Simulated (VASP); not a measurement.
OSZICAR of a VASP run on Ta (bcc):

OSZICAR:
```
       N       E                     dE             d eps       ncg     rms          rms(c)
DAV:   1     0.464461654996E+02    0.46446E+02   -0.65845E+03  2160   0.117E+03
DAV:   2    -0.111664755115E+02   -0.57613E+02   -0.56662E+02  2753   0.246E+02
DAV:   3    -0.117793711193E+02   -0.61290E+00   -0.59738E+00  2493   0.258E+01
DAV:   4    -0.117827880443E+02   -0.34169E-02   -0.34154E-02  2441   0.173E+00
DAV:   5    -0.117828103547E+02   -0.22310E-04   -0.22310E-04  2402   0.114E-01    0.142E+01
DAV:   6    -0.114677997489E+02    0.31501E+00   -0.34526E-01  2254   0.737E+00    0.711E+00
DAV:   7    -0.113693959036E+02    0.98404E-01   -0.30591E-01  2263   0.659E+00    0.416E-01
DAV:   8    -0.113684301841E+02    0.96572E-03   -0.41020E-03  2350   0.840E-01    0.110E-01
DAV:   9    -0.113684050601E+02    0.25124E-04   -0.13333E-04  2300   0.155E-01    0.359E-02
DAV:  10    -0.113683988374E+02    0.62227E-05   -0.53668E-06  2384   0.341E-02    0.628E-03
DAV:  11    -0.113683988888E+02   -0.51398E-07   -0.27552E-07  2290   0.752E-03
   1 F= -.11368399E+02 E0= -.11368521E+02  d E =0.367616E-03
```

Question: Which electronic solver shows in the log?

Answer: It is blocked Davidson (ALGO = Normal, or the opening steps of other solvers). The INCAR had ALGO = Normal.

Question: Can the final energy be trusted as converged?

Answer: The run converged. It stopped with EDIFF = 1E-7, NELM = 100 (revPBE GGA, plane waves, VASP's PBE PAW potentials (set 64)).

The compound is Ta in the bcc structure. This cell is one point of a volume scan, at 0.94 of the reference volume.
